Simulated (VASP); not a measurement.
## PmS: single point with r2SCAN+U

The system is PmS.

```xyz
2
Lattice="3.7551 0.0000 0.0000 -1.8776 3.2520 0.0000 0.0000 0.0000 3.6648" Properties=species:S:1:pos:R:3 pbc="T T T"
Pm    0.0000    0.0000    0.0000
S     1.8776    1.0840    1.8324
```

The cell comes from a database or a generator and needn't be the stable form of this composition.

```yaml
Program: VASP 6.6.1
Task: single point
Functional: r2SCAN
Potentials_or_basis: VASP PAW PBE potentials, release 64 (Pm, S)
Cutoff: 520 eV
k_mesh: 6 × 6 × 5
Occupations: gaussian, width 0.05 eV
Spin: collinear spin, random start
Starting_moments: "[-4.53, 0.0] μB"
Hubbard_terms: Pm f U = 4 eV
```

The pressure is 7.3 GPa. The band gap on the k mesh is none (metal or under the smearing width). The net moment is -4.89 μB per cell. The site moments are Pm -4.29; S +0.06 μB. The valence electrons inside the program's atomic spheres are Pm 12.29; S 3.82.

Stress tensor (GPa, compression positive):
```
6.64 0.00 0.00
0.00 6.64 0.00
0.00 0.00 8.58
```

Levels at points of the mesh, in eV from the Fermi level:
Spin up:
```csv
k point,band 4,band 5,band 6,band 7,band 8,band 9,band 10,band 11,band 12,band 13
"(0.00, 0.00, 0.00)",-18.97,-14.64,-3.30,-3.30,-2.71,-0.58,2.15,2.62,2.62,3.78
"(0.50, 0.00, 0.00)",-19.14,-13.38,-5.55,-3.87,-2.96,-0.21,2.61,2.96,3.19,3.62
```
Spin down:
```csv
k point,band 10,band 11,band 12,band 13,band 14,band 15,band 16,band 17
"(0.00, 0.00, 0.00)",-3.53,-3.53,-2.55,-1.86,0.41,0.71,0.71,2.51
"(0.50, 0.00, 0.00)",-4.90,-3.67,-3.01,-1.44,0.53,0.94,1.29,2.98
```

Eigenvalues of the final occupation matrices:
```
    site  spin  trace                         eigenvalues
site 1 f     1   0.03  0.00 0.00 0.00 0.00 0.00 0.01 0.01
site 1 f     2   4.03  0.03 0.04 0.04 0.98 0.98 0.98 0.98
```

It took 2.3 min on 1 thread of Intel(R) Xeon(R) 6975P-C (Granite Rapids), with other jobs on the host, peak memory 0.21 GiB.

Caveat: the magnetic or orbital state may not be the lowest; the PAW data sets were made with another functional, which shifts forces and pressure a little; spin-orbit coupling is left out, which moves the levels of the heavy elements. The state reached can hang on the start; a lower one may exist.
